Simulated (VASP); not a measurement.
All values below come from LDA (Ceperley-Alder, Perdew-Zunger), VASP's LDA PAW potentials (set 64) (plane waves; VASP).

VASP input:

### KPOINTS
```
Automatic mesh
0
Gamma
10 10 10
0 0 0
```

POSCAR:
```
BP
3.2369440
  0.0000000000   0.7071068746   0.7071068746
  0.7071068746   0.0000000000   0.7071068746
  0.7071068746   0.7071068746   0.0000000000
B P
1 1
Cartesian
  0.0000000000   0.0000000000   0.0000000000
  0.3535534373   0.3535534373   0.3535534373
```

INCAR:
```
ALGO  =  Normal
EDIFF  =  1E-7
ENCUT  =  520
ISIF  =  2
ISMEAR  =  0
LASPH  =  T
LCHARG  =  F
LREAL  =  F
LWAVE  =  F
NELM  =  100
PREC  =  Accurate
SIGMA  =  0.05
SYSTEM  =  BP
```

POTCAR, in this order: B P (LDA.64 set). Program: vasp_std.

**Question.** What will the output report for the number of irreducible k-points (NKPTS), largest plane-wave count, number of space-group operations, FFT grid (NGX, NGY, NGZ)?

**Answer.** 
number of irreducible k-points (NKPTS): 47
largest plane-wave count: 659
number of space-group operations: 24
FFT grid (NGX, NGY, NGZ): 24 × 24 × 24

The compound is BP in the zinc blende structure. This cell is one point of a volume scan, at 1.06 of the reference volume.
